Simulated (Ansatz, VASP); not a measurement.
One calculation of SiSn2, two programs

```
Si Sn
1.0
     4.06678    0.00000    0.00000
    -2.03339    3.52193    0.00000
     0.00000    0.00000    9.96153
Si Sn
2 4
Cartesian
  0.0000 0.0000 3.7356
  0.0000 0.0000 6.2260
  0.0000 2.3480 0.4151
  2.0334 1.1740 7.0561
  0.0000 2.3480 2.9054
  2.0334 1.1740 9.5465
```

Alike in both runs: task single point; functional PBE; k mesh 6 × 6 × 2; occupations gaussian, width 0.1 eV; no spin polarisation.

```csv
,VASP,Ansatz
version,VASP 6.6.1,Ansatz 0.2.0
potentials or method,"VASP PAW PBE potentials, release 64 (Si, Sn_d)","scalar-relativistic, plane waves, PAW"
plane-wave cutoff (eV),520,420
valence electrons in the cell,64,64
```

Ansatz gave:

- gap on the k mesh at the Fermi level (eV): 0.38
- least direct gap on the mesh (eV): 0.73
- pressure (GPa): 24.3
- largest component of the traceless stress (GPa): 1.03
- rms of the force components (eV/Å): 1.118

What did VASP give for the same quantities?

gap on the k mesh at the Fermi level (eV): 0.39; least direct gap on the mesh (eV): 0.74; pressure (GPa): 24.2; largest component of the traceless stress (GPa): 1.06; rms of the force components (eV/Å): 1.120.

Atom by atom the forces differ by 0.005 eV/Å (rms over components). The functional is the same, so the differences come from potentials, cutoffs and numerics.

Caveats: so large a pressure means that the cell lies far from this level's equilibrium, or that cutoff or potentials fall short (VASP); spin-orbit coupling is left out, which moves the levels of the heavy elements; forces of over 1 eV/Å show positions far from the minimum, so gaps and moduli don't describe the material at rest.
